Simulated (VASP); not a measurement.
Energy against volume of Co (hcp). Computed with LDA (Ceperley-Alder, Perdew-Zunger), VASP's LDA PAW potentials (set 64) (plane waves; VASP 6.6.1). Run with 520 eV cut-off, 17×17×9 Γ-centred mesh, first-order Methfessel-Paxton smearing of 0.10 eV, potentials Co.

Shape and ions are relaxed at each volume.

```
V (Å³/atom)  E (eV/atom)
-----------  -----------
9.668           -8.11791
9.967           -8.12556
10.266          -8.11775
10.565          -8.09769
```

Task: Fit these four points and predict the energy of the run at 9.369 Å³/atom.

Result: A cubic in V^(−2/3), the third-order Birch-Murnaghan form, passes through the four points with V0 = 9.95 Å³/atom and B0 = 277 GPa, and gives -8.0909 eV/atom there. The run gave -8.0912 eV/atom, -0.3 meV/atom from the fit; all five points give B0 = 276 GPa.

The compound is Co in the hcp structure. It was relaxed first, which changed the volume by -10 %.
